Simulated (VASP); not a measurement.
Output of a VASP run:

**OSZICAR**
```
       N       E                     dE             d eps       ncg     rms          rms(c)
DAV:   1     0.110389992279E+03    0.11039E+03   -0.90700E+03  2880   0.135E+03
DAV:   2    -0.178403829920E+02   -0.12823E+03   -0.11995E+03  3300   0.337E+02
DAV:   3    -0.235614249959E+02   -0.57210E+01   -0.56326E+01  4300   0.641E+01
DAV:   4    -0.237781366385E+02   -0.21671E+00   -0.21656E+00  3732   0.115E+01
DAV:   5    -0.237832382455E+02   -0.51016E-02   -0.51017E-02  4140   0.155E+00    0.224E+01
DAV:   6    -0.207158940300E+02    0.30673E+01   -0.14669E+01  3268   0.272E+01    0.901E+00
DAV:   7    -0.205918885790E+02    0.12401E+00   -0.65921E-01  3412   0.659E+00    0.637E+00
DAV:   8    -0.205760398309E+02    0.15849E-01   -0.13569E-01  3092   0.332E+00    0.131E+00
DAV:   9    -0.205727949705E+02    0.32449E-02   -0.28165E-02  3520   0.111E+00    0.481E-01
DAV:  10    -0.205728441716E+02   -0.49201E-04   -0.19133E-03  3392   0.551E-01    0.313E-01
DAV:  11    -0.205726620668E+02    0.18210E-03   -0.61455E-04  3252   0.192E-01    0.199E-02
DAV:  12    -0.205726610584E+02    0.10084E-05   -0.84451E-06  4100   0.343E-02    0.993E-03
DAV:  13    -0.205726608347E+02    0.22372E-06   -0.30042E-07  3152   0.563E-03    0.118E-03
DAV:  14    -0.205726609517E+02   -0.11700E-06   -0.24648E-08  1768   0.130E-03    0.491E-04
DAV:  15    -0.205726609908E+02   -0.39150E-07   -0.88237E-09  1636   0.762E-04
   1 F= -.20572661E+02 E0= -.20572661E+02  d E =0.000000E+00
```

OUTCAR:
```
------------------------ aborting loop because EDIFF is reached ----------------------------------------
  FORCE on cell =-STRESS in cart. coord.  units (eV):
  Direction    XX          YY          ZZ          XY          YZ          ZX
  --------------------------------------------------------------------------------------
  Total       -0.0120278     -0.0120278     -0.0120278      0.0000000     -0.0000000      0.0000000
  in kB       -0.7558706     -0.7558706     -0.7558706      0.0000000     -0.0000000      0.0000000
  external PRESSURE =      -0.7558706 kB  Pullay stress =       0.0000000 kB
  volume of cell :       25.49
      direct lattice vectors                 reciprocal lattice vectors
     0.000000000  2.336003374  2.336003374    -0.214040787  0.214040787  0.214040787
     2.336003374  0.000000000  2.336003374     0.214040787 -0.214040787  0.214040787
     2.336003374  2.336003374  0.000000000     0.214040787  0.214040787 -0.214040787
 POSITION                                       TOTAL-FORCE (eV/Angst)
 -----------------------------------------------------------------------------------
      0.00000      0.00000      0.00000         0.000000      0.000000      0.000000
      2.33600      2.33600      2.33600        -0.000000     -0.000000     -0.000000
 -----------------------------------------------------------------------------------
    total drift:                                0.000000      0.000000      0.000000
  FREE ENERGIE OF THE ION-ELECTRON SYSTEM (eV)
  ---------------------------------------------------
  free  energy   TOTEN  =       -20.5726609908 eV

  energy  without entropy=      -20.5726609908  energy(sigma->0) =      -20.57266099

 total charge

# of ion       s       p       d       tot
------------------------------------------
    1        2.180   6.045   1.664   9.889
    2        0.882   1.471   0.000   2.353
--------------------------------------------------
tot          3.063   7.516   1.664  12.243
```
(Selected blocks of OUTCAR.)

POSCAR:
```
ZrC
1
    0.0000000000     2.3360033741     2.3360033741
    2.3360033741    -0.0000000000     2.3360033741
    2.3360033741     2.3360033741     0.0000000000
Zr C
1 1
Direct
  0.0000000000   0.0000000000   0.0000000000
  0.5000000000   0.5000000000   0.5000000000
```

### Question
Reconstruct the remaining input files.

### Answer
This is not unique; one that fits is the input of the run itself, PBEsol GGA, plane waves, VASP's PBE PAW potentials (set 64).

**KPOINTS**
```
Automatic mesh
0
Gamma
15 15 15
0 0 0
```

**INCAR**
```
ALGO = Normal
EDIFF = 1E-7
ENCUT = 520
GGA = PS
ISIF = 2
ISMEAR = -5
LASPH = .TRUE.
LCHARG = .TRUE.
LMAXMIX = 4
LORBIT = 11
LREAL = .FALSE.
LWAVE = .FALSE.
NEDOS = 601
NELM = 100
PREC = Accurate
SYSTEM = ZrC
```

POTCAR, in this order: Zr_sv C (PBE.64 set). Program: vasp_std.

For a metal the tetrahedron method with Blöchl corrections gives inexact stress and forces.

The compound is ZrC in the rock salt structure. It was relaxed first.
